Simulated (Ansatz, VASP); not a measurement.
# Cross-check of K3YF6 (K3YF6 (P2_1/c)) between VASP and Ansatz, part 2 of 2

Wanted: the spread between two codes on one cell, functional and k mesh.  The structure shown is the end of the Ansatz relaxation below.

VASP 6.6.1 and Ansatz 0.2.0.

So far: Set-up; Ansatz: relaxation, PBEsol.

### 3. VASP: single point, PBEsol

Level of this step: PBEsol; plane waves and PAW (K_sv, Y_sv, F) (VASP).

The same cell, functional and mesh now go to VASP, with its own data sets and cutoff.

Lines of VASP's logs that name or quote its potential files are left out, and so is its time.

INCAR

```
SYSTEM = K3YF6
PREC = Accurate
ENCUT = 520
EDIFF = 1E-06
NELM = 100
ISMEAR = 0
SIGMA = 0.01
LREAL = .FALSE.
ALGO = Normal
GGA = PS
NBANDS = 100
LASPH = .TRUE.
LORBIT = 11
LWAVE = .FALSE.
LCHARG = .FALSE.
KPAR = 4
ISIF = 2
```

POSCAR

```
K3YF6
1.0
    6.2820578207      0.0000000000     -0.0167902386
    0.0000000000      6.5432494313      0.0000000000
   -6.0780591532      0.0000000000      8.9746594572
K Y F
6 2 12
Direct
    0.2769605586      0.0530858887      0.7578940855
    0.7230394414      0.5530858887      0.7421059145
    0.7230394414      0.9469141113      0.2421059145
    0.2769605586      0.4469141113      0.2578940855
    0.5000000000      0.0000000000      0.5000000000
    0.5000000000      0.5000000000      0.0000000000
    0.0000000000      0.5000000000      0.5000000000
    0.0000000000      0.0000000000      0.0000000000
    0.1034202246      0.0645616195      0.2235762423
    0.8965797754      0.5645616195      0.2764237577
    0.8965797754      0.9354383805      0.7764237577
    0.1034202246      0.4354383805      0.7235762423
    0.7503215685      0.2667550047      0.9222615496
    0.2496784315      0.7667550047      0.5777384504
    0.2496784315      0.7332449953      0.0777384504
    0.7503215685      0.2332449953      0.4222615496
    0.6714327159      0.6789764349      0.4498768434
    0.3285672841      0.1789764349      0.0501231566
    0.3285672841      0.3210235651      0.5501231566
    0.6714327159      0.8210235651      0.9498768434
```

KPOINTS

```
Automatic mesh
0
Gamma
6 4 3
0 0 0
```

The projector-augmented-wave data sets are K_sv, Y_sv and F (PBE family, release 64).

The run is started by

```sh
mpirun -np 4 vasp_std
```

Numbers of over 12 decimals in the logs are rounded to 6 here.

Log:

```text
[banner, memory and clock lines left out]
running    4 mpi-ranks, on    1 nodes
 distrk:  each k-point on    1 cores,    4 groups
 distr:  one band on    1 cores,    1 groups

 POSCAR found type information on POSCAR K Y F
 POSCAR found :  3 types and      20 ions
|                                                                             |
|               ----> ADVICE to this user running VASP <----                  |
|                                                                             |
|     You have a (more or less) 'large supercell' and for larger cells it     |
|     might be more efficient to use real-space projection operators.         |
|     Therefore, try LREAL= Auto in the INCAR file.                           |
|     Mind: For very accurate calculation, you might also keep the            |
|     reciprocal projection scheme (i.e. LREAL=.FALSE.).                      |
|                                                                             |

|                                                                             |
|               ----> ADVICE to this user running VASP <----                  |
|                                                                             |
|     You enforced a specific xc type in the INCAR file but a different       |
|     [... a line on the potential file left out ...]
|     I HOPE YOU KNOW WHAT YOU ARE DOING!                                     |
|                                                                             |

 LDA part: xc-table for (Slater+PW92), standard interpolation
 POSCAR, INCAR and KPOINTS ok, starting setup
 FFT: planning ... GRIDC
 FFT: planning ... GRID_SOFT
 FFT: planning ... GRID
 WAVECAR not read
 entering main loop
       N       E                     dE             d eps       ncg     rms          rms(c)
DAV:   1     0.144460689034E+04    0.14446E+04   -0.83908E+04  6000   0.154E+03
DAV:   2    -0.237126611546E+01   -0.14470E+04   -0.14054E+04  7160   0.436E+02
DAV:   3    -0.115216100027E+03   -0.11284E+03   -0.11228E+03  7464   0.117E+02
DAV:   4    -0.122173629564E+03   -0.69575E+01   -0.69412E+01  9688   0.229E+01
DAV:   5    -0.122456807486E+03   -0.28318E+00   -0.28310E+00  8176   0.444E+00    0.547E+01
DAV:   6    -0.110569298546E+03    0.11888E+02   -0.50538E+01  7308   0.237E+01    0.461E+01
DAV:   7    -0.110554704483E+03    0.14594E-01   -0.44467E+00  8432   0.615E+00    0.281E+01
DAV:   8    -0.110624394052E+03   -0.69690E-01   -0.65038E-01  6716   0.357E+00    0.394E+00
DAV:   9    -0.110604490048E+03    0.19904E-01   -0.19483E-01  7552   0.152E+00    0.659E-01
DAV:  10    -0.110609027727E+03   -0.45377E-02   -0.18080E-02  8676   0.465E-01    0.338E-01
DAV:  11    -0.110613440285E+03   -0.44126E-02   -0.61503E-03  7136   0.276E-01    0.139E-01
DAV:  12    -0.110613803940E+03   -0.36366E-03   -0.10380E-03  7780   0.107E-01    0.138E-01
DAV:  13    -0.110613855265E+03   -0.51325E-04   -0.11481E-04  7600   0.456E-02    0.396E-02
DAV:  14    -0.110613859958E+03   -0.46930E-05   -0.11633E-05  7312   0.141E-02    0.311E-02
DAV:  15    -0.110613866505E+03   -0.65465E-05   -0.18736E-05  6616   0.174E-02    0.126E-02
DAV:  16    -0.110613867458E+03   -0.95291E-06   -0.18614E-06  5680   0.530E-03
   1 F= -.11061387E+03 E0= -.11061387E+03  d E =-.220151E-82
```

From OUTCAR (step 3):

```text
ion  position               nearest neighbor table
   1  0.277  0.053  0.758-  11 2.62  20 2.64  14 2.64  12 2.67  13 2.83   6 3.64   7 3.73   8 3.77
                             5 3.78   8 3.90
   2  0.723  0.553  0.742-  12 2.62  19 2.64  13 2.64  11 2.67  14 2.83   5 3.64   8 3.73   7 3.77
                             6 3.78   7 3.90
   3  0.723  0.947  0.242-   9 2.62  18 2.64  16 2.64  10 2.67  15 2.83   6 3.64   7 3.73   8 3.77
                             5 3.78   8 3.90
   4  0.277  0.447  0.258-  10 2.62  17 2.64  15 2.64   9 2.67  16 2.83   5 3.64   8 3.73   7 3.77
                             6 3.78   7 3.90
   5  0.500  0.000  0.500-  17 2.55  19 2.55   9 2.64  11 2.64  14 2.65  16 2.65   2 3.64   4 3.64
                             3 3.78   1 3.78
   6  0.500  0.500  0.000-  18 2.55  20 2.55  10 2.64  12 2.64  13 2.65  15 2.65   1 3.64   3 3.64
                             2 3.78   4 3.78
   7  0.000  0.500  0.500-  17 2.16  19 2.16  10 2.17  12 2.17  14 2.17  16 2.17   1 3.73   3 3.73
                             2 3.77   4 3.77   4 3.90   2 3.90
   8  0.000  0.000  0.000-  18 2.16  20 2.16   9 2.17  11 2.17  13 2.17  15 2.17   2 3.73   4 3.73
                             3 3.77   1 3.77   1 3.90   3 3.90
   9  0.103  0.065  0.224-   8 2.17   3 2.62   5 2.64   4 2.67
  10  0.897  0.565  0.276-   7 2.17   4 2.62   6 2.64   3 2.67
  11  0.897  0.935  0.776-   8 2.17   1 2.62   5 2.64   2 2.67
  12  0.103  0.435  0.724-   7 2.17   2 2.62   6 2.64   1 2.67
  13  0.750  0.267  0.922-   8 2.17   2 2.64   6 2.65   1 2.83
  14  0.250  0.767  0.578-   7 2.17   1 2.64   5 2.65   2 2.83
  15  0.250  0.733  0.078-   8 2.17   4 2.64   6 2.65   3 2.83
  16  0.750  0.233  0.422-   7 2.17   3 2.64   5 2.65   4 2.83
  17  0.671  0.679  0.450-   7 2.16   5 2.55   4 2.64
  18  0.329  0.179  0.050-   8 2.16   6 2.55   3 2.64
  19  0.329  0.321  0.550-   7 2.16   5 2.55   2 2.64
  20  0.671  0.821  0.950-   8 2.16   6 2.55   1 2.64

  LATTYP: Found a simple monoclinic cell.
 ALAT       =     6.2820802585
 B/A-ratio  =     1.0415736766
 C/A-ratio  =     1.4263096605
 COS(beta)  =    -0.0200951131

 Subroutine GETGRP returns: Found  4 space group operations
 (whereof  2 operations were pure point group operations)

The static configuration has the point symmetry S_2 .
 The point group associated with its full space group is C_2h.

 Found     30 irreducible k-points:

   k-points           NKPTS =     30   k-points in BZ     NKDIM =     30   number of bands    NBANDS=    100

   dimension x,y,z NGX =    48 NGY =   50 NGZ =   84
   dimension x,y,z NGXF=    96 NGYF=  100 NGZF=  168

   ENCUT  =  520.0 eV  38.22 Ry    6.18 a.u.  11.68 12.17 20.15*2*pi/ulx,y,z

   NELECT =     160.0000    total number of electrons

 k-points in reciprocal lattice and weights: Automatic mesh
   0.00000000  0.00000000  0.00000000       0.014
   0.16666667  0.00000000  0.00000000       0.028
   0.33333333  0.00000000  0.00000000       0.028
   0.50000000  0.00000000  0.00000000       0.014
   0.00000000  0.25000000  0.00000000       0.028
   0.16666667  0.25000000  0.00000000       0.056
   0.33333333  0.25000000  0.00000000       0.056
   0.50000000  0.25000000  0.00000000       0.028
   0.00000000  0.50000000  0.00000000       0.014
[...]
-0.33333333  0.50000000  0.33333333       0.028
  -0.16666667  0.50000000  0.33333333       0.028

 average (electrostatic) potential at core
       1 -35.9645       2 -35.9645       3 -35.9645       4 -35.9645       5 -35.5863
       6 -35.5863       7 -38.7862       8 -38.7862       9 -78.5065      10 -78.5065
      11 -78.5065      12 -78.5065      13 -78.4707      14 -78.4707      15 -78.4707
      16 -78.4707      17 -78.5583      18 -78.5583      19 -78.5583      20 -78.5583

 E-fermi :  -3.1109

 k-point     1 :       0.0000    0.0000    0.0000
  band No.  band energies     occupation
    ...
     76      -3.4056      2.00000
     77      -3.3895      2.00000
     78      -3.3871      2.00000
     79      -3.3750      2.00000
     80      -3.3429      2.00000
     81       3.3601      0.00000
     82       5.2797      0.00000
     83       5.3110      0.00000
     84       5.3314      0.00000
     85       5.4108      0.00000
    ...

 k-point     2 :       0.1667    0.0000    0.0000
  band No.  band energies     occupation
    ...
     76      -3.4106      2.00000
     77      -3.3758      2.00000
     78      -3.3595      2.00000
     79      -3.3488      2.00000
     80      -3.3152      2.00000
     81       3.6244      0.00000
     82       5.2064      0.00000
     83       5.3102      0.00000
     84       5.3119      0.00000
     85       5.4052      0.00000
    ...

 k-point     3 :       0.3333    0.0000    0.0000
  band No.  band energies     occupation
    ...
     76      -3.3794      2.00000
     77      -3.3752      2.00000
     78      -3.3462      2.00000
     79      -3.2964      2.00000
     80      -3.2651      2.00000
     81       4.3196      0.00000
     82       5.0632      0.00000
     83       5.3084      0.00000
     84       5.3152      0.00000
     85       5.3948      0.00000
    ...

  Total       -0.0433409     -0.0756808     -0.0498659      0.0000000      0.0000000     -0.0236955
  in kB       -0.1885740     -0.3292835     -0.2169639      0.0000000      0.0000000     -0.1030981
  external PRESSURE =      -0.2449405 kB  Pullay stress =       0.0000000 kB

  energy-cutoff  :      520.00
  volume of cell :      368.24
      direct lattice vectors                 reciprocal lattice vectors
     6.282057821  0.000000000 -0.016790239     0.159472168  0.000000000  0.108002011
     0.000000000  6.543249431  0.000000000     0.000000000  0.152829265  0.000000000
    -6.078059153  0.000000000  8.974659457     0.000298348  0.000000000  0.111626896

 POSITION                                       TOTAL-FORCE (eV/Angst)
 -----------------------------------------------------------------------------------
     -2.86664      0.34735      6.79719         0.000745      0.001332     -0.003284
      0.03161      3.61898      6.64801        -0.000745      0.001332      0.003284
      3.07064      6.19590      2.16068        -0.000745     -0.001332      0.003284
      0.17239      2.92427      2.30986         0.000745     -0.001332     -0.003284
      0.10200      0.00000      4.47893        -0.000000      0.000000      0.000000
      3.14103      3.27162     -0.00840        -0.000000      0.000000      0.000000
     -3.03903      3.27162      4.48733        -0.000000      0.000000      0.000000
      0.00000      0.00000      0.00000        -0.000000      0.000000      0.000000
     -0.70922      0.42244      2.00478        -0.000340     -0.001097      0.003653
      3.95225      3.69407      2.46576         0.000340     -0.001097     -0.003653
      0.91322      6.12081      6.95309         0.000340      0.001097     -0.003653
     -3.74825      2.84918      6.49211        -0.000340      0.001097      0.003653
     -0.89200      1.74544      8.26439         0.000830      0.002029     -0.000592
     -1.94303      5.01707      5.18081        -0.000830      0.002029      0.000592
      1.09600      4.79780      0.69348        -0.000830     -0.002029      0.000592
      2.14703      1.52618      3.77706         0.000830     -0.002029     -0.000592
      1.48360      4.44271      4.02622        -0.001229      0.002804      0.001078
      1.75943      1.17109      0.44432         0.001229      0.002804     -0.001078
     -1.27960      2.10054      4.93165         0.001229     -0.002804     -0.001078
     -1.55543      5.37216      8.51355        -0.001229     -0.002804      0.001078
 -----------------------------------------------------------------------------------
    total drift:                                0.000000      0.000000     -0.000000

  FREE ENERGIE OF THE ION-ELECTRON SYSTEM (eV)
  ---------------------------------------------------
  free  energy   TOTEN  =      -110.6138674579 eV

  energy  without entropy=     -110.6138674579  energy(sigma->0) =     -110.61386746

 total charge
# of ion       s       p       d       f       tot
--------------------------------------------------
    1        1.954   5.575   0.026   0.000   7.555
    2        1.954   5.575   0.026   0.000   7.555
    3        1.954   5.575   0.026   0.000   7.555
    4        1.954   5.575   0.026   0.000   7.555
    5        1.956   5.582   0.031   0.000   7.570
    6        1.956   5.582   0.031   0.000   7.570
    7        2.179   6.545   1.008   0.204   9.936
    8        2.179   6.545   1.008   0.204   9.936
    9        1.732   4.359   0.000   0.000   6.091
   10        1.732   4.359   0.000   0.000   6.091
   11        1.732   4.359   0.000   0.000   6.091
   12        1.732   4.359   0.000   0.000   6.091
   13        1.732   4.355   0.000   0.000   6.087
   14        1.732   4.355   0.000   0.000   6.087
   15        1.732   4.355   0.000   0.000   6.087
   16        1.732   4.355   0.000   0.000   6.087
   17        1.732   4.358   0.000   0.000   6.090
   18        1.732   4.358   0.000   0.000   6.090
   19        1.732   4.358   0.000   0.000   6.090
   20        1.732   4.358   0.000   0.000   6.090
--------------------------------------------------
tot         36.868  98.845   2.182   0.408 138.303

[... 3 further parts left out ...]
```

The run ends at a pressure of -0.02 GPa, with forces up to 0.0038 eV/Å.

### 4. Side by side

Known differences besides the PAW data sets themselves: fixed occupations in Ansatz, narrow Gaussian smearing in VASP; the cutoff is 420 eV in Ansatz and 520 eV in VASP; Ansatz makes its cores anew for this functional, VASP keeps those of its PBE data sets; Ansatz's pressure holds a Pulay correction, VASP's none. Total energies have different zeros and are not compared.

The two programs side by side:

```
              quantity  Ansatz   VASP  difference
        pressure (GPa)    0.01  -0.02       +0.03
gap on the k mesh (eV)   6.622  6.606      +0.016
```

At this near-relaxed geometry the largest component of a force difference is 3 meV/Å.

### 5. What came out

```
difference in gap on the k mesh (single point, PBEsol) : 0.016 eV
```

The difference in gap on the k mesh is 0.016 eV (single point, PBEsol), within the 0.08 eV picked in this series as the mark of a large difference. Differences of this kind measure data sets and numerical settings, not the functional's error against experiment.

[Lines on the potential files, build, host, timing and source positions are cut from VASP's logs without a mark.]

[Logs are printed without paths, hosts, clocks, repeated set-up lines and the standing remarks that a program may print on its own settings, such as how far it seeks lower states.]

[Hosts, paths, dates, database ids (printed as entryN), source tags and the programs' standing remarks are cut or masked in the printed files.]
